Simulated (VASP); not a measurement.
# PmSe (Fm-3m) in VASP: a series of runs

One crystal, PmSe, is run at these levels: r2SCAN; tasks: equation of state.

All numbers are computed with VASP 6.6.1; they aren't measurements. Logs are shortened: lines on timing, memory, paths and dates and some standing lists are left out, and cuts for length are marked.

## Step 1: The crystal as given

Symmetry: Fm-3m, No. 225, cubic system. The conventional cell has a = 5.921 Å, b = 5.921 Å, c = 5.921 Å, α = 90.00°, β = 90.00°, γ = 90.00°. Around Pm (site symmetry m-3m) lie 6 Se at 2.96 Å. Around Se (site symmetry m-3m) lie 6 Pm at 2.96 Å.

The cell comes from a database or a generator and needn't be the stable form of this composition.

## Step 2: Equation of state, r2SCAN, collinear spin, ferromagnetic start, 24.39 Å³/atom (volume scaled by 0.94)

INCAR reads:

```
SYSTEM = PmSe
  PREC = Accurate
  ENCUT = 520
  EDIFF = 1E-6
  ISMEAR = -1
  SIGMA = 0.05
  LREAL = .FALSE.
  LASPH = .TRUE.
  NELM = 120
  ALGO = Normal
  ISIF = 2
  LWAVE = .FALSE.
  LCHARG = .FALSE.
  ISPIN = 2
  MAGMOM = 4 0
  LORBIT = 11
  LMAXMIX = 6
  METAGGA = R2SCAN
  LMIXTAU = .TRUE.
```

KPOINTS reads:

```
Automatic mesh
0
G
  8 8 8
  0 0 0
```

POSCAR reads:

```
PmSe
1.0
    0.0000000000      2.9001032910      2.9001032910
    2.9001032910      0.0000000000      2.9001032910
    2.9001032910      2.9001032910      0.0000000000
Pm Se
1 1
Direct
    0.0000000000      0.0000000000      0.0000000000
    0.5000000000      0.5000000000      0.5000000000
```

Potentials or basis: VASP PAW PBE potentials, release 64 (Pm, Se).

The run is started by

```sh
$ cat potpaw_PBE.64/Pm/POTCAR potpaw_PBE.64/Se/POTCAR > POTCAR
$ mpirun -np 1 vasp_std > vasp.out
```

OUTCAR:

```text
SYSTEM = PmSe
   PREC = Accurate
   ENCUT = 520
   EDIFF = 1E-6
   ISMEAR = -1
   LREAL = .FALSE.
   LASPH = .TRUE.
   NELM = 120
   ISIF = 2
   ISPIN = 2
   LORBIT = 11
   METAGGA = R2SCAN

 Found     29 irreducible k-points:

 Following reciprocal coordinates:
            Coordinates               Weight
  0.000000  0.000000  0.000000      1.000000
  0.125000  0.000000  0.000000      8.000000
  0.250000  0.000000  0.000000      8.000000
  0.375000  0.000000  0.000000      8.000000
  0.500000  0.000000  0.000000      4.000000
  0.125000  0.125000  0.000000      6.000000
   k-points           NKPTS =     29   k-points in BZ     NKDIM =     29   number of bands    NBANDS=     16
   number of dos      NEDOS =    301   number of ions     NIONS =      2
   total plane-waves  NPLWV =  32768
   dimension x,y,z NGX =    32 NGY =   32 NGZ =   32
   dimension x,y,z NGXF=    64 NGYF=   64 NGZF=   64
   ions per type =               1   1
   NGX,Y,Z   is equivalent  to a cutoff of  12.97, 12.97, 12.97 a.u.
   NGXF,Y,Z  is equivalent  to a cutoff of  25.94, 25.94, 25.94 a.u.
 SYSTEM =  PmSe
   PREC   = accura    normal or accurate (medium, high low for compatibility)
   ISTART =      0    job   : 0-new  1-cont  2-samecut
   ICHARG =      2    charge: 1-file 2-atom 10-const
   ISPIN  =      2    spin polarized calculation?
   LNONCOLLINEAR =      F non collinear calculations
   LSORBIT =      F    spin-orbit coupling
   LASPH  =      T    aspherical Exc in radial PAW
   ENCUT  =  520.0 eV  38.22 Ry    6.18 a.u.   7.63  7.63  7.63*2*pi/ulx,y,z
   NELM   =    120;   NELMIN=  2; NELMDL= -5     # of ELM steps
   EDIFF  = 0.1E-05   stopping-criterion for ELM
   LREAL  =      F    real-space projection
[... 7 lines left out ...]
   TEBEG  =    0.0;   TEEND  =   0.0 temperature during run
   PSTRESS=    0.0 pullay stress
   NELECT =      21.0000    total number of electrons
   NUPDOWN=      -1.0000    fix difference up-down
   EMIN   =  10.00;   EMAX   =-10.00  energy-range for DOS
   EFERMI =   0.00;   METHOD = LEGACY
   ISMEAR =    -1;   SIGMA  =   0.05  broadening in eV -4-tet -1-fermi 0-gaus
   EFERMI_NEDOS =   21; number of points for ismear=-14 and -15
   IALGO  =     38    algorithm
   IMIX   =      4    mixing-type and parameters
     AMIX     =   0.40;   BMIX     =  1.00
     AMIX_MAG =   1.60;   BMIX_MAG =  1.00
  volume/ion in A,a.u.               =      24.39       164.60
  Fermi-wavevector in a.u.,A,eV,Ry     =   1.236112  2.335913 20.789331  1.527973
  Thomas-Fermi vector in A             =   2.370734
   LORBIT       =     11    0 simple, 1 ext, 2 COOP (PROOUT), +10 PAW based schemes
   METAGGA = R2SCAN    functional components
   LHFCALC =     F    Hartree Fock is set to
   AEXX    =    0.0000 exact exchange contribution
   IVDW    =     0    specifies the selected vdW correction
   LEPSILON=     F    determine dielectric tensor
   LRPA    =     F    only Hartree local field effects (RPA)
 spin polarized calculation
  energy-cutoff  :      520.00
  volume of cell :       48.78
 maximum number of plane-waves:      1363
 NGX is ok and might be reduce to    32
   NGX = 15   NGY = 15   NGZ = 15

 number of electron      21.0000005 magnetization       4.7149791

 Free energy of the ion-electron system (eV)
  ---------------------------------------------------
  ext. energy  EPLUGINS =         0.00000000
  ---------------------------------------------------
  free energy    TOTEN  =       -53.31629652 eV

  energy without entropy =      -53.25586327  energy(sigma->0) =      -53.28607989

 E-fermi :   7.2921     XC(G=0): -10.9301

 val. band max:        7.2897009278   @ k =   0.5000   0.0000   0.0000
 cond. band min:       7.2973195346   @ k =   0.5000   0.1250   0.0000
 fundamental gap:      0.0076186067
 Fermi energy:         7.2921443872

 spin component 1

 k-point     1 :       0.0000    0.0000    0.0000
  band No.  band energies     occupation
      1     -33.0469      1.00000
      2     -12.8328      1.00000
[... 66 lines left out ...]
  band No.  band energies     occupation
      1     -30.6750      1.00000
      2     -11.1733      1.00000
      3     -11.1733      1.00000
      4     -11.1732      1.00000
      5      -7.6898      1.00000
      6       4.4558      1.00000
[... 8 lines left out ...]
     15       9.9737      0.00000
     16      11.3358      0.00000

 k-point     2 :       0.1250    0.0000    0.0000
  band No.  band energies     occupation
      1     -30.6684      1.00000
      2     -11.3602      1.00000
      3     -11.1779      1.00000
      4     -11.1778      1.00000
      5      -7.4264      1.00000
      6       3.7999      1.00000
[... 8 lines left out ...]
     15      10.6821      0.00000
     16      11.4300      0.00000

 k-point     3 :       0.2500    0.0000    0.0000
  band No.  band energies     occupation
      1     -30.6524      1.00000
      2     -11.7377      1.00000
      3     -11.1888      1.00000
      4     -11.1887      1.00000
      5      -6.8491      1.00000
      6       2.6055      1.00000
[... 8 lines left out ...]
     15      11.2908      0.00000
     16      11.5086      0.00000

 k-point     4 :       0.3750    0.0000    0.0000
  band No.  band energies     occupation
      1     -30.6363      1.00000
      2     -12.0505      1.00000
      3     -11.1995      1.00000
      4     -11.1994      1.00000
      5      -6.3085      1.00000
      6       1.6483      1.00000
[... 8 lines left out ...]
     15      11.4228      0.00000
     16      11.5144      0.00000

 k-point     5 :       0.5000    0.0000    0.0000
  band No.  band energies     occupation
      1     -30.6296      1.00000
      2     -12.1672      1.00000
      3     -11.2039      1.00000
      4     -11.2038      1.00000
      5      -6.0865      1.00000
      6       1.2850      1.00000
[... 8 lines left out ...]
     15      11.5168      0.00000
     16      11.6021      0.00000

 k-point     6 :       0.1250    0.1250    0.0000
  band No.  band energies     occupation
      1     -30.6662      1.00000
      2     -11.3575      1.00000
      3     -11.2042      1.00000
      4     -11.2042      1.00000
      5      -7.3769      1.00000
      6       3.3211      1.00000
[... 8 lines left out ...]
     15      10.9389      0.00000
     16      11.3836      0.00000

 [... further k-points ...]

------------------------ aborting loop because EDIFF is reached ----------------------------------------

  FORCE on cell =-STRESS in cart. coord.  units (eV):
  Direction    XX          YY          ZZ          XY          YZ          ZX
  --------------------------------------------------------------------------------------
  -------------------------------------------------------------------------------------
  Total        2.7182223      2.7182223      2.7182223     -0.0000000      0.0000000      0.0000000
  in kB       89.2740353     89.2740353     89.2740353     -0.0000000      0.0000000      0.0000000
  external PRESSURE =      89.2740353 kB  Pullay stress =       0.0000000 kB

 VOLUME and BASIS-vectors are now :
 -----------------------------------------------------------------------------
  energy-cutoff  :      520.00
  volume of cell :       48.78
      direct lattice vectors                 reciprocal lattice vectors
     0.000000000  2.900103291  2.900103291    -0.172407652  0.172407652  0.172407652
     2.900103291  0.000000000  2.900103291     0.172407652 -0.172407652  0.172407652
     2.900103291  2.900103291  0.000000000     0.172407652  0.172407652 -0.172407652

 POSITION                                       TOTAL-FORCE (eV/Angst)
 -----------------------------------------------------------------------------------
      0.00000      0.00000      0.00000         0.000000      0.000000      0.000000
      2.90010      2.90010      2.90010        -0.000000     -0.000000     -0.000000
 -----------------------------------------------------------------------------------
    total drift:                                0.000000     -0.000000     -0.000000

  FREE ENERGIE OF THE ION-ELECTRON SYSTEM (eV)
  ---------------------------------------------------
  free  energy   TOTEN  =       -53.3162965159 eV

  energy  without entropy=      -53.2558632733  energy(sigma->0) =      -53.28607989

 total charge

# of ion       s       p       d       f       tot
--------------------------------------------------
    1        2.015   5.581   0.464   4.402  12.461
    2        1.434   2.572   0.036   0.000   4.042
--------------------------------------------------
tot          3.449   8.153   0.500   4.402  16.504

 magnetization (x)

# of ion       s       p       d       f       tot
--------------------------------------------------
    1       -0.031   0.004   0.093   4.344   4.408
    2       -0.008  -0.069   0.014   0.000  -0.062
--------------------------------------------------
tot         -0.039  -0.065   0.107   4.344   4.346
```

Run time: 2 min. Hardware: 1 thread of Intel Xeon Platinum 8559C (Emerald Rapids), shared host; peak memory 0.24 GiB.

What came out:

| Property | Result |
| --- | --- |
| Free energy | -53.3163 eV |
| Pressure | 8.9 GPa |
| Band gap on the k mesh | none (metal or under the smearing width) |
| Net moment | 4.71 μB per cell |
| Site moments | Pm +4.41; Se -0.06 μB |
| Valence electrons inside the program's atomic spheres | Pm 12.46; Se 4.04 |

Caveat: the magnetic or orbital state may not be the lowest; the PAW data sets were made with another functional, which shifts forces and pressure a little; spin-orbit coupling is left out, which moves the levels of the heavy elements; without U or exact exchange the open f shell lies at the Fermi level, which spoils levels, moments and volumes.

## Step 3: Equation of state, r2SCAN, collinear spin, ferromagnetic start, 24.91 Å³/atom (volume scaled by 0.96)

INCAR reads:

```
PREC = Accurate ; ENCUT = 520
EDIFF = 1E-6 ; ISMEAR = -1
SIGMA = 0.05 ; LREAL = F
LASPH = T ; NELM = 100
ALGO = Normal ; ISIF = 2
LWAVE = F ; LCHARG = F
ISPIN = 2 ; MAGMOM = 4 0
LORBIT = 11 ; LMAXMIX = 6
METAGGA = R2SCAN ; LMIXTAU = T
```

KPOINTS reads:

```
Automatic mesh
0
Gamma
  8 8 8
```

POSCAR reads:

```
PmSe
1.0
    0.0000000000      2.9205272265      2.9205272265
    2.9205272265      0.0000000000      2.9205272265
    2.9205272265      2.9205272265      0.0000000000
Pm Se
1 1
Direct
    0.0000000000      0.0000000000      0.0000000000
    0.5000000000      0.5000000000      0.5000000000
```

Potentials or basis: VASP PAW PBE potentials, release 64 (Pm, Se).

The run is started by

```sh
$ cat potpaw_PBE.64/Pm/POTCAR potpaw_PBE.64/Se/POTCAR > POTCAR
$ mpirun -np 1 vasp_std > vasp.out
```

Wall time 2 min (1 thread of Intel Xeon Platinum 8559C (Emerald Rapids), shared host); peak memory 0.24 GiB.

The run converged. Its results:

```
Free energy                                           : -53.3677 eV
Pressure                                              : 7.0 GPa
Band gap on the k mesh                                : none (metal or under the smearing width)
Net moment                                            : 4.73 μB per cell
Site moments                                          : Pm +4.42; Se -0.06 μB
Valence electrons inside the program's atomic spheres : Pm 12.45; Se 4.03
```

Caveat: the magnetic or orbital state may not be the lowest; the PAW data sets were made with another functional, which shifts forces and pressure a little; spin-orbit coupling is left out, which moves the levels of the heavy elements; without U or exact exchange the open f shell lies at the Fermi level, which spoils levels, moments and volumes.

## Step 4: Equation of state, r2SCAN, collinear spin, ferromagnetic start, 25.43 Å³/atom (volume scaled by 0.98)

INCAR reads:

```
  PREC = Accurate
  ENCUT = 520
  EDIFF = 1E-6
  ISMEAR = -1
  SIGMA = 0.05
  LREAL = F
  LASPH = T
  NELM = 100
  ALGO = Normal
  ISIF = 2
  LWAVE = F
  LCHARG = F
  ISPIN = 2
  MAGMOM = 4 0
  LORBIT = 11
  LMAXMIX = 6
  METAGGA = R2SCAN
  LMIXTAU = T
```

KPOINTS reads:

```
regular mesh
0
Gamma
  8 8 8
```

POSCAR reads:

```
PmSe
1.0
    0.0000000000      2.9406694301      2.9406694301
    2.9406694301      0.0000000000      2.9406694301
    2.9406694301      2.9406694301      0.0000000000
Pm Se
1 1
Direct
    0.0000000000      0.0000000000      0.0000000000
    0.5000000000      0.5000000000      0.5000000000
```

The run is started by

```sh
$ cat potpaw_PBE.64/Pm/POTCAR potpaw_PBE.64/Se/POTCAR > POTCAR
$ mpirun -np 1 vasp_std > vasp.out
```

It took 2.1 min on 1 thread of Intel Xeon Platinum 8559C (Emerald Rapids), shared host; peak memory 0.24 GiB.

It converged, with:

- Free energy: -53.4079 eV
- Pressure: 5.2 GPa
- Band gap on the k mesh: none (metal or under the smearing width)
- Net moment: 4.76 μB per cell
- Site moments: Pm +4.44; Se -0.06 μB
- Valence electrons inside the program's atomic spheres: Pm 12.44; Se 4.02

Caveat: the magnetic or orbital state may not be the lowest; the PAW data sets were made with another functional, which shifts forces and pressure a little; spin-orbit coupling is left out, which moves the levels of the heavy elements; without U or exact exchange the open f shell lies at the Fermi level, which spoils levels, moments and volumes.

## Step 5: Equation of state, r2SCAN, collinear spin, ferromagnetic start, 26.47 Å³/atom (volume scaled by 1.02)

INCAR reads:

```
PREC = Accurate
ENCUT = 520
EDIFF = 1E-6
ISMEAR = -1
SIGMA = 0.05
LREAL = F
LASPH = T
NELM = 150
ALGO = Normal
ISIF = 2
LWAVE = F
LCHARG = F
ISPIN = 2
MAGMOM = 4 0
LORBIT = 11
LMAXMIX = 6
METAGGA = R2SCAN
LMIXTAU = T
```

KPOINTS reads:

```
Automatic mesh
0
Gamma
  8 8 8
```

POSCAR reads:

```
PmSe
1.0
    0.0000000000      2.9801462136      2.9801462136
    2.9801462136      0.0000000000      2.9801462136
    2.9801462136      2.9801462136      0.0000000000
Pm Se
1 1
Direct
    0.0000000000      0.0000000000      0.0000000000
    0.5000000000      0.5000000000      0.5000000000
```

The run is started by

```sh
$ cat potpaw_PBE.64/Pm/POTCAR potpaw_PBE.64/Se/POTCAR > POTCAR
$ mpirun -np 1 vasp_std > vasp.out
```

It took 2 min on 1 thread of Intel Xeon Platinum 8559C (Emerald Rapids), shared host; peak memory 0.25 GiB.

It converged, with:

* Free energy: -53.4592 eV
* Pressure: 2.6 GPa
* Band gap on the k mesh: none (metal or under the smearing width)
* Net moment: 4.80 μB per cell
* Site moments: Pm +4.47; Se -0.06 μB
* Valence electrons inside the program's atomic spheres: Pm 12.43; Se 4.00

Caveat: the magnetic or orbital state may not be the lowest; the PAW data sets were made with another functional, which shifts forces and pressure a little; spin-orbit coupling is left out, which moves the levels of the heavy elements; without U or exact exchange the open f shell lies at the Fermi level, which spoils levels, moments and volumes.

## Step 6: Equation of state, r2SCAN, collinear spin, ferromagnetic start, 26.99 Å³/atom (volume scaled by 1.04)

INCAR reads:

```
SYSTEM = PmSe
ALGO = Normal ; EDIFF = 1E-7
ENCUT = 520 ; ISIF = 2
ISMEAR = -1 ; ISPIN = 2
LASPH = .True. ; LCHARG = .False.
LMAXMIX = 6 ; LMIXTAU = .True.
LORBIT = 11 ; LREAL = .False.
LWAVE = .False. ; MAGMOM = 4 0
METAGGA = R2SCAN ; NELM = 100
PREC = Accurate ; SIGMA = 0.05
```

KPOINTS reads:

```
k-points
0
Gamma
  8 8 8
  0 0 0
```

POSCAR reads:

```
PmSe
1.0
    0.0000000000      2.9994983547      2.9994983547
    2.9994983547      0.0000000000      2.9994983547
    2.9994983547      2.9994983547      0.0000000000
Pm Se
1 1
Direct
    0.0000000000      0.0000000000      0.0000000000
    0.5000000000      0.5000000000      0.5000000000
```

Potentials or basis: VASP PAW PBE potentials, release 64 (Pm, Se).

The run is started by

```sh
$ cat potpaw_PBE.64/Pm/POTCAR potpaw_PBE.64/Se/POTCAR > POTCAR
$ mpirun -np 1 vasp_std > vasp.out
```

Run time: 2.1 min. Hardware: 1 thread of Intel Xeon Platinum 8559C (Emerald Rapids), shared host; peak memory 0.25 GiB.

The run converged. Its results:

```yaml
Free_energy: -53.4722 eV
Pressure: 1.4 GPa
Band_gap_on_the_k_mesh: none (metal or under the smearing width)
Net_moment: 4.82 μB per cell
Site_moments: Pm +4.49; Se -0.06 μB
Valence_electrons_inside_the_program's_atomic_spheres: Pm 12.42; Se 3.99
```

Caveat: the magnetic or orbital state may not be the lowest; the PAW data sets were made with another functional, which shifts forces and pressure a little; spin-orbit coupling is left out, which moves the levels of the heavy elements; without U or exact exchange the open f shell lies at the Fermi level, which spoils levels, moments and volumes.

## Step 7: Equation of state, r2SCAN, collinear spin, ferromagnetic start, 27.51 Å³/atom (volume scaled by 1.06)

INCAR reads:

```
PREC     = Accurate       # precision mode
ENCUT    = 520            # plane-wave cutoff, eV
EDIFF    = 1E-6           # SCF threshold, eV
ISMEAR   = -1             # smearing method
SIGMA    = 0.05           # smearing width, eV
LREAL    = False          # projectors in reciprocal space
LASPH    = True           # aspherical terms in the spheres
NELM     = 150            # most SCF steps
ALGO     = Normal         # electronic algorithm
ISIF     = 2              # what is computed and relaxed
LWAVE    = False          # write WAVECAR
LCHARG   = False          # write CHGCAR
ISPIN    = 2              # spin polarisation
MAGMOM   = 4 0            # initial moments
LORBIT   = 11             # projections on sites
LMAXMIX  = 6              # l up to which the mixer works
METAGGA  = R2SCAN         # meta-GGA
LMIXTAU  = True
```

KPOINTS reads:

```
regular mesh
0
Gamma
  8 8 8
```

POSCAR reads:

```
PmSe
1.0
    0.0000000000      3.0186039548      3.0186039548
    3.0186039548      0.0000000000      3.0186039548
    3.0186039548      3.0186039548      0.0000000000
Pm Se
1 1
Direct
    0.0000000000      0.0000000000      0.0000000000
    0.5000000000      0.5000000000      0.5000000000
```

The run is started by

```sh
$ cat potpaw_PBE.64/Pm/POTCAR potpaw_PBE.64/Se/POTCAR > POTCAR
$ mpirun -np 1 vasp_std > vasp.out
```

Wall time 1.9 min (1 thread of Intel Xeon Platinum 8559C (Emerald Rapids), shared host); peak memory 0.24 GiB.

It converged, with:

```yaml
Free_energy: -53.4779 eV
Pressure: 0.4 GPa
Band_gap_on_the_k_mesh: none (metal or under the smearing width)
Net_moment: 4.84 μB per cell
Site_moments: Pm +4.50; Se -0.06 μB
Valence_electrons_inside_the_program's_atomic_spheres: Pm 12.42; Se 3.98
```

Caveat: the magnetic or orbital state may not be the lowest; the PAW data sets were made with another functional, which shifts forces and pressure a little; spin-orbit coupling is left out, which moves the levels of the heavy elements; without U or exact exchange the open f shell lies at the Fermi level, which spoils levels, moments and volumes.

## Step 8: Equation of state, r2SCAN, collinear spin, ferromagnetic start

No new run: the results of the series are fitted here.

Results:

```
Equilibrium volume : 27.69 Å³/atom (rough: see the caveat)
Bulk modulus       : 53 GPa (rough)
```

Energy against volume, from the lowest point:
```tsv
volume (Å³/atom)	energy (meV/atom)
24.392	80.78
24.911	55.09
25.430	35.00
25.949	19.92
26.467	9.33
26.986	2.82
27.505	0.00
```

Caveat: the magnetic or orbital state may not be the lowest; the minimum lies outside the volumes run; the PAW data sets were made with another functional, which shifts forces and pressure a little; spin-orbit coupling is left out, which moves the levels of the heavy elements; without U or exact exchange the open f shell lies at the Fermi level, which spoils levels, moments and volumes.
